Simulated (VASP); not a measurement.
Data:

```xyz
2
Lattice="0.0000 2.7258 2.7258 2.7258 0.0000 2.7258 2.7258 2.7258 0.0000" Properties=species:S:1:pos:R:3 pbc="T T T"
Ga     0.0000     0.0000     0.0000
P      1.3629     1.3629     1.3629
```

Calculation: G0W0 on PBE orbitals, VASP's PBE PAW potentials (set 64) (plane waves; VASP 6.6.1). Run with PREC = Normal, 500 eV cut-off, 4×4×4 Γ-centred mesh, Gaussian smearing of 0.010 eV, potentials Ga_d_GW P_GW.

The mesh is coarse and the basis finite, so the quasiparticle values are not converged.

NBANDS = 88, ENCUTGW = 170 eV, NOMEGA = 64. The PBE levels (eV) that the step starts from are:

```json
[
 {"state": "k1 (0.00, 0.00, 0.00), band 6", "KS energy": "-8.10", "filling": "2"},
 {"state": "k1 (0.00, 0.00, 0.00), band 7", "KS energy": "4.40", "filling": "2"},
 {"state": "k1 (0.00, 0.00, 0.00), band 8", "KS energy": "4.40", "filling": "2"},
 {"state": "k1 (0.00, 0.00, 0.00), band 9", "KS energy": "4.40", "filling": "2"},
 {"state": "k1 (0.00, 0.00, 0.00), band 10", "KS energy": "6.21", "filling": "0"},
 {"state": "k1 (0.00, 0.00, 0.00), band 11", "KS energy": "8.26", "filling": "0"},
 {"state": "k1 (0.00, 0.00, 0.00), band 12", "KS energy": "8.26", "filling": "0"},
 {"state": "k1 (0.00, 0.00, 0.00), band 13", "KS energy": "8.26", "filling": "0"},
 {"state": "k2 (0.25, 0.00, 0.00), band 6", "KS energy": "-7.32", "filling": "2"},
 {"state": "k2 (0.25, 0.00, 0.00), band 7", "KS energy": "0.51", "filling": "2"},
 {"state": "k2 (0.25, 0.00, 0.00), band 8", "KS energy": "3.73", "filling": "2"},
 {"state": "k2 (0.25, 0.00, 0.00), band 9", "KS energy": "3.73", "filling": "2"},
 {"state": "k2 (0.25, 0.00, 0.00), band 10", "KS energy": "6.54", "filling": "0"},
 {"state": "k2 (0.25, 0.00, 0.00), band 11", "KS energy": "9.11", "filling": "0"},
 {"state": "k2 (0.25, 0.00, 0.00), band 12", "KS energy": "9.11", "filling": "0"},
 {"state": "k2 (0.25, 0.00, 0.00), band 13", "KS energy": "10.74", "filling": "0"},
 {"state": "k4 (0.25, 0.25, 0.00), band 6", "KS energy": "-7.06", "filling": "2"},
 {"state": "k4 (0.25, 0.25, 0.00), band 7", "KS energy": "0.72", "filling": "2"},
 {"state": "k4 (0.25, 0.25, 0.00), band 8", "KS energy": "2.71", "filling": "2"},
 {"state": "k4 (0.25, 0.25, 0.00), band 9", "KS energy": "2.71", "filling": "2"},
 {"state": "k4 (0.25, 0.25, 0.00), band 10", "KS energy": "6.56", "filling": "0"},
 {"state": "k4 (0.25, 0.25, 0.00), band 11", "KS energy": "8.10", "filling": "0"},
 {"state": "k4 (0.25, 0.25, 0.00), band 12", "KS energy": "11.12", "filling": "0"},
 {"state": "k4 (0.25, 0.25, 0.00), band 13", "KS energy": "11.12", "filling": "0"}
]
```

Problem. Give the quasiparticle energies and renormalisation factors Z.

Solution. 
| state | QP energy (eV) | Z |
|---|---|---|
| k1 (0.00, 0.00, 0.00), band 6 | -8.53 | 0.64 |
| k1 (0.00, 0.00, 0.00), band 7 | 3.95 | 0.76 |
| k1 (0.00, 0.00, 0.00), band 8 | 3.95 | 0.76 |
| k1 (0.00, 0.00, 0.00), band 9 | 3.95 | 0.76 |
| k1 (0.00, 0.00, 0.00), band 10 | 6.66 | 0.77 |
| k1 (0.00, 0.00, 0.00), band 11 | 8.54 | 0.77 |
| k1 (0.00, 0.00, 0.00), band 12 | 8.54 | 0.77 |
| k1 (0.00, 0.00, 0.00), band 13 | 8.54 | 0.77 |
| k2 (0.25, 0.00, 0.00), band 6 | -7.79 | 0.67 |
| k2 (0.25, 0.00, 0.00), band 7 | 0.02 | 0.73 |
| k2 (0.25, 0.00, 0.00), band 8 | 3.26 | 0.76 |
| k2 (0.25, 0.00, 0.00), band 9 | 3.26 | 0.76 |
| k2 (0.25, 0.00, 0.00), band 10 | 6.89 | 0.77 |
| k2 (0.25, 0.00, 0.00), band 11 | 9.40 | 0.76 |
| k2 (0.25, 0.00, 0.00), band 12 | 9.40 | 0.76 |
| k2 (0.25, 0.00, 0.00), band 13 | 11.00 | 0.74 |
| k4 (0.25, 0.25, 0.00), band 6 | -7.52 | 0.67 |
| k4 (0.25, 0.25, 0.00), band 7 | 0.28 | 0.73 |
| k4 (0.25, 0.25, 0.00), band 8 | 2.19 | 0.75 |
| k4 (0.25, 0.25, 0.00), band 9 | 2.19 | 0.75 |
| k4 (0.25, 0.25, 0.00), band 10 | 6.75 | 0.78 |
| k4 (0.25, 0.25, 0.00), band 11 | 8.32 | 0.76 |
| k4 (0.25, 0.25, 0.00), band 12 | 11.46 | 0.74 |
| k4 (0.25, 0.25, 0.00), band 13 | 11.46 | 0.74 |
On the mesh the gap opens from 1.63 to 2.07 eV.

The structure comes from a computed database's GaP entry (F-43m); how it stands against other phases isn't given here. The cell was not relaxed at this level. The k-mesh is coarse (spacing up to 0.50 per Å, 2π included), so the numbers may not be converged in it.
